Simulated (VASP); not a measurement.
# Be12Al in VASP: further runs

The runs below take Be12Al through single point, relaxation of the atoms, with PBEsol.

Everything below comes from runs of VASP 6.6.1. Logs are shortened: lines on timing, memory, paths and dates and some standing lists are left out, and cuts for length are marked.

## 1. The slab as given

The cell holds a slab with vacuum, 13 atoms: a = 4.580 Å, b = 4.580 Å, c = 14.588 Å, α = 90.00°, β = 90.00°, γ = 60.00°.

The cell was built by a generator and needn't be a form met in nature.

## 2. Single point, PBEsol

INCAR reads:

```
SYSTEM = Be12Al
  PREC = Accurate
  ENCUT = 520
  EDIFF = 1E-6
  ISMEAR = 0
  SIGMA = 0.05
  LREAL = .FALSE.
  LASPH = .TRUE.
  NELM = 100
  ALGO = Normal
  ISIF = 2
  LWAVE = .FALSE.
  LCHARG = .FALSE.
  GGA = PS
  NBANDS = 26
```

KPOINTS reads:

```
regular mesh
0
G
  4 4 1
  0 0 0
```

POSCAR reads:

```
Be12Al
1.0
    4.5800000000      0.0000000000      0.0000000000
    2.2900000000      3.9663960000      0.0000000000
    0.0000000000      0.0000000000     14.5884300000
Be Al
12 1
Direct
    0.0000000000      0.0000000000      0.0685475000
    0.5000000000      0.0000000000      0.0685475000
    0.0000000000      0.5000000000      0.0685475000
    0.5000000000      0.5000000000      0.0685475000
   -0.1663184735      0.3333734525      0.1902535248
    0.3337343799      0.3319173799      0.1904279570
   -0.1683259848      0.8339794079      0.1905124597
    0.3337392282      0.8339860954      0.1903058307
   -0.0019032046      0.0029608413      0.3111593866
    0.4994902978     -0.0000749398      0.3197968057
   -0.0014137113      0.4989324927      0.3117424286
    0.5032749156      0.4981131889      0.3107655222
    0.1755734672      0.6679739715      0.4569901333
```

Potentials or basis: VASP PAW PBE potentials, release 64 (Be, Al).

Run with:

```bash
cat potpaw_PBE.64/Be/POTCAR potpaw_PBE.64/Al/POTCAR > POTCAR
mpirun -np 1 vasp_std > vasp.out
```

OUTCAR:

```text
SYSTEM = Be12Al
   PREC = Accurate
   ENCUT = 520
   EDIFF = 1E-6
   ISMEAR = 0
   LREAL = .FALSE.
   LASPH = .TRUE.
   NELM = 100
   ISIF = 2
   GGA = PS

 ion  position               nearest neighbor table
   1  0.000  0.000  0.069-   5 2.21   8 2.22   7 2.22   3 2.29   3 2.29   4 2.29   4 2.29   2 2.29
                             2 2.29
   2  0.500  0.000  0.069-   8 2.21   6 2.21   7 2.21   4 2.29   3 2.29   4 2.29   3 2.29   1 2.29
                             1 2.29
   3  0.000  0.500  0.069-   5 2.21   6 2.22   7 2.22   1 2.29   1 2.29   2 2.29   2 2.29   4 2.29
                             4 2.29
   4  0.500  0.500  0.069-   5 2.21   8 2.22   6 2.22   2 2.29   1 2.29   2 2.29   1 2.29   3 2.29
                             3 2.29
   5  0.834  0.333  0.190-  12 2.19   9 2.20  11 2.20   3 2.21   1 2.21   4 2.21   6 2.29   7 2.29
                             8 2.29   8 2.29   7 2.29   6 2.29
   6  0.334  0.332  0.190-  12 2.20   2 2.21  11 2.21   3 2.22   4 2.22   8 2.28   7 2.28   5 2.29
                             5 2.29   7 2.30   8 2.30  10 2.30
   7  0.832  0.834  0.191-   9 2.21  11 2.21   2 2.21   3 2.22   1 2.22   8 2.28   6 2.28   5 2.29
                             5 2.29   6 2.30   8 2.30  10 2.30
   8  0.334  0.834  0.190-  12 2.21   9 2.21   2 2.21   1 2.22   4 2.22   6 2.28   7 2.28   5 2.29
                             5 2.29   7 2.30   6 2.30  10 2.30
   9  0.998  0.003  0.311-   5 2.20   7 2.21   8 2.21  12 2.27  11 2.27  10 2.29  10 2.29  11 2.31
                            12 2.31  13 2.51
  10  0.499  1.000  0.320-  11 2.29   9 2.29  11 2.29  12 2.29   9 2.29  12 2.29   7 2.30   6 2.30
                             8 2.30
  11  0.999  0.499  0.312-   5 2.20   7 2.21   6 2.21  12 2.27   9 2.27  10 2.29  10 2.29   9 2.31
                            12 2.31  13 2.52
  12  0.503  0.498  0.311-   5 2.19   6 2.20   8 2.21   9 2.27  11 2.27  10 2.29  10 2.29  11 2.31
                             9 2.31  13 2.50
  13  0.176  0.668  0.457-  12 2.50   9 2.51  11 2.52

  LATTYP: Found a hexagonal cell.
 ALAT       =     4.5799996975
 C/A-ratio  =     3.1852469353

  Lattice vectors:

 A1 = (  -2.2900000000,  -3.9663960000,   0.0000000000)
 A2 = (   4.5800000000,   0.0000000000,   0.0000000000)
 A3 = (   0.0000000000,   0.0000000000,  14.5884300000)

Analysis of symmetry for initial positions (statically):
=====================================================================
 Subroutine PRICEL returns:
 Original cell was already a primitive cell.

 Routine SETGRP: Setting up the symmetry group for a
 hexagonal supercell.

 Subroutine GETGRP returns: Found  1 space group operations
 (whereof  1 operations were pure point group operations)
 out of a pool of 24 trial point group operations.
[... 140 lines left out ...]
   IMIX   =      4    mixing-type and parameters
     AMIX     =   0.40;   BMIX     =  1.00
     AMIX_MAG =   1.60;   BMIX_MAG =  1.00
  volume/ion in A,a.u.               =      20.39       137.57
  Fermi-wavevector in a.u.,A,eV,Ry     =   0.764609  1.444901  7.954331  0.584627
  Thomas-Fermi vector in A             =   1.864548
   LORBIT       =      0    0 simple, 1 ext, 2 COOP (PROOUT), +10 PAW based schemes
   GGA     = PS    functional components
   LHFCALC =     F    Hartree Fock is set to
   AEXX    =    0.0000 exact exchange contribution
   IVDW    =     0    specifies the selected vdW correction
   LEPSILON=     F    determine dielectric tensor
   LRPA    =     F    only Hartree local field effects (RPA)
 non-spin polarized calculation
 Gauss-broadening in eV      SIGMA  =   0.05
  energy-cutoff  :      520.00
  volume of cell :      265.01
 maximum number of plane-waves:      7153
 NGX is ok and might be reduce to    36
   NGX = 17   NGY = 17   NGZ = 55

 number of electron      27.0000000 magnetization

 Free energy of the ion-electron system (eV)
  ---------------------------------------------------
  ext. energy  EPLUGINS =         0.00000000
  ---------------------------------------------------
  free energy    TOTEN  =       -47.04765656 eV

  energy without entropy =      -47.03301058  energy(sigma->0) =      -47.04033357

 E-fermi :   0.0517     XC(G=0):  -6.1031

 val. band max:        0.0477951265   @ k =   0.2500   0.5000   0.0000
 cond. band min:       0.0733177558   @ k =   0.5000   0.5000   0.0000
 fundamental gap:      0.0255226293
 Fermi energy:         0.0517098931

 k-point     1 :       0.0000    0.0000    0.0000
  band No.  band energies     occupation
      1      -9.6719      2.00000
      2      -7.6961      2.00000
      3      -5.4776      2.00000
      4      -3.5161      2.00000
      5      -3.4987      2.00000
      6      -3.4977      2.00000
[... 269 lines left out ...]
     24       5.5642      0.00000
     25       5.8824      0.00000
 [bands above 25 left out]

------------------------ aborting loop because EDIFF is reached ----------------------------------------

  FORCE on cell =-STRESS in cart. coord.  units (eV):
  Direction    XX          YY          ZZ          XY          YZ          ZX
  --------------------------------------------------------------------------------------
  -------------------------------------------------------------------------------------
  Total       -8.7740817     -8.7601410      0.1939015     -0.0525634      0.0010889      0.0089328
  in kB      -53.0447186    -52.9604385      1.1722536     -0.3177781      0.0065832      0.0540042
  external PRESSURE =     -34.9443012 kB  Pullay stress =       0.0000000 kB

 VOLUME and BASIS-vectors are now :
 -----------------------------------------------------------------------------
  energy-cutoff  :      520.00
  volume of cell :      265.01
      direct lattice vectors                 reciprocal lattice vectors
     4.580000000  0.000000000  0.000000000     0.218340611 -0.126059022  0.000000000
     2.290000000  3.966396000  0.000000000     0.000000000  0.252118044  0.000000000
     0.000000000  0.000000000 14.588430000     0.000000000  0.000000000  0.068547472

 POSITION                                       TOTAL-FORCE (eV/Angst)
 -----------------------------------------------------------------------------------
      0.00000      0.00000      1.00000        -0.007356      0.057259      0.001192
      2.29000      0.00000      1.00000         0.004382      0.000552     -0.054570
      1.14500      1.98320      1.00000        -0.049158     -0.025033      0.003917
      3.43500      1.98320      1.00000         0.048546     -0.033171     -0.000866
      4.58169      1.32229      2.77550        -0.002517     -0.000219      0.001462
      2.28859      1.31652      2.77804        -0.000182      0.000219     -0.002161
      5.71888      3.30789      2.77928         0.001142     -0.000748     -0.003319
      3.43835      3.30792      2.77626         0.001018      0.000702     -0.000102
      4.57806      0.01174      4.53933         0.005542      0.000015      0.010520
      4.57749      3.96610      4.66533         0.004851      0.000649      0.009706
      5.71608      1.97896      4.54783        -0.002821     -0.004291      0.005938
      3.44568      1.97571      4.53358        -0.000957      0.004255      0.013431
      2.33379      2.64945      6.66677        -0.002490     -0.000190      0.014851
 -----------------------------------------------------------------------------------
    total drift:                                0.000005     -0.000001      0.000077

  FREE ENERGIE OF THE ION-ELECTRON SYSTEM (eV)
  ---------------------------------------------------
  free  energy   TOTEN  =       -47.0476565623 eV

  energy  without entropy=      -47.0330105836  energy(sigma->0) =      -47.04033357
```

Run time: 90 s. Hardware: 1 thread of Intel Xeon Platinum 8259CL at 2.50GHz (Skylake/Cascade Lake), shared host; peak memory 0.37 GiB.

Results:

| Item | Value |
| --- | --- |
| Free energy | -47.0477 eV |
| Largest force | 0.059 eV/Å |
| Band gap on the k mesh | none (metal or under the smearing width) |

Forces in eV/Å, atoms in the order of the input:
```
Be  -0.007  0.057  0.001
Be   0.004  0.001 -0.055
Be  -0.049 -0.025  0.004
Be   0.049 -0.033 -0.001
Be  -0.003  0.000  0.001
Be   0.000  0.000 -0.002
Be   0.001 -0.001 -0.003
Be   0.001  0.001  0.000
Be   0.006  0.000  0.011
Be   0.005  0.001  0.010
Be  -0.003 -0.004  0.006
Be  -0.001  0.004  0.013
Al  -0.002  0.000  0.015
```

Caveat: the k mesh is coarse (spacing up to 0.40 Å⁻¹), so the values aren't converged; the PAW data sets were made with another functional, which shifts forces and pressure a little.

## 3. Relaxation of the atoms, PBEsol

INCAR reads:

```
PREC = Accurate
ENCUT = 520
EDIFF = 1E-7
ISMEAR = 0
SIGMA = 0.05
LREAL = False
LASPH = True
NELM = 100
ALGO = Fast
ISIF = 2
LWAVE = False
LCHARG = False
GGA = PS
IBRION = 2
NSW = 80
EDIFFG = -0.03
```

KPOINTS reads:

```
regular mesh
0
Gamma
  4 4 1
```

POSCAR reads:

```
Be12Al
1.0
    4.5800000000      0.0000000000      0.0000000000
    2.2900000000      3.9663960000      0.0000000000
    0.0000000000      0.0000000000     14.5884300000
Be Al
12 1
Selective dynamics
Direct
    0.0000000000      0.0000000000      0.0685475000  F F F
    0.5000000000      0.0000000000      0.0685475000  F F F
    0.0000000000      0.5000000000      0.0685475000  F F F
    0.5000000000      0.5000000000      0.0685475000  F F F
   -0.1666667000      0.3333333000      0.1915364000  T T T
    0.3333333000      0.3333333000      0.1915364000  T T T
   -0.1666667000      0.8333333000      0.1915364000  T T T
    0.3333333000      0.8333333000      0.1915364000  T T T
    0.0000000000      0.0000000000      0.3145253000  T T T
    0.5000000000      0.0000000000      0.3145253000  T T T
    0.0000000000      0.5000000000      0.3145253000  T T T
    0.5000000000      0.5000000000      0.3145253000  T T T
    0.1495630000      0.6635325000      0.4413381000  T T T
```

Potentials or basis: VASP PAW PBE potentials, release 64 (Be, Al).

Run with:

```bash
cat potpaw_PBE.64/Be/POTCAR potpaw_PBE.64/Al/POTCAR > POTCAR
mpirun -np 1 vasp_std > vasp.out
```

Wall time 6.1 min (1 thread of Intel Xeon Platinum 8259CL at 2.50GHz (Skylake/Cascade Lake), shared host); peak memory 0.39 GiB.

The run converged. Its results:

```
Free energy               : -47.0454 eV
Energy gained by relaxing : 17.3 meV/atom
Ionic steps               : 8
Band gap on the k mesh    : none (metal or under the smearing width)
```

The path:
| step | energy change (eV) | largest force (eV/Å) | pressure (GPa) |
| --- | --- | --- | --- |
| 1 | 0.0000 | 1.6807 | -2.79 |
| 2 | -0.1758 | 0.5547 | -3.14 |
| 3 | -0.2013 | 0.3540 | -3.22 |
| 4 | -0.2171 | 0.1560 | -3.29 |
| 5 | -0.2233 | 0.1141 | -3.34 |
| 6 | -0.2233 | 0.1147 | -3.34 |
| 7 | -0.2244 | 0.1183 | -3.36 |
| 8 | -0.2247 | 0.1212 | -3.37 |

Final structure:
```
Be Al
1.0
     4.58000    0.00000    0.00000
     2.29000    3.96640    0.00000
     0.00000    0.00000   14.58843
Be Al
12 1
Cartesian
  0.0000 0.0000 1.0000
  2.2900 0.0000 1.0000
  1.1450 1.9832 1.0000
  3.4350 1.9832 1.0000
  4.5755 1.3213 2.7709
  2.2909 1.3190 2.7681
  5.7233 3.3070 2.7665
  3.4389 3.3072 2.7714
  4.5803 0.0135 4.5260
  2.2914 0.0001 4.6794
  5.7085 1.9734 4.5101
  3.4438 1.9783 4.5355
  2.2138 2.6339 6.6093
```

Levels at points of the mesh, in eV from the Fermi level:
| k point | band 11 | band 12 | band 13 | band 14 | band 15 | band 16 |
| --- | --- | --- | --- | --- | --- | --- |
| (0.00, 0.00, 0.00) | -1.79 | -1.78 | -1.78 | -0.86 | 1.71 | 1.84 |
| (0.50, 0.00, 0.00) | -1.08 | -0.38 | -0.01 | 0.31 | 0.60 | 2.48 |
| (0.50, 0.50, 0.00) | -1.08 | -0.37 | 0.00 | 0.30 | 0.61 | 2.49 |
| (0.00, 0.50, 0.00) | -1.08 | -0.37 | -0.01 | 0.30 | 0.60 | 2.48 |

Caveat: the k mesh is coarse (spacing up to 0.40 Å⁻¹), so the values aren't converged; the PAW data sets were made with another functional, which shifts forces and pressure a little.
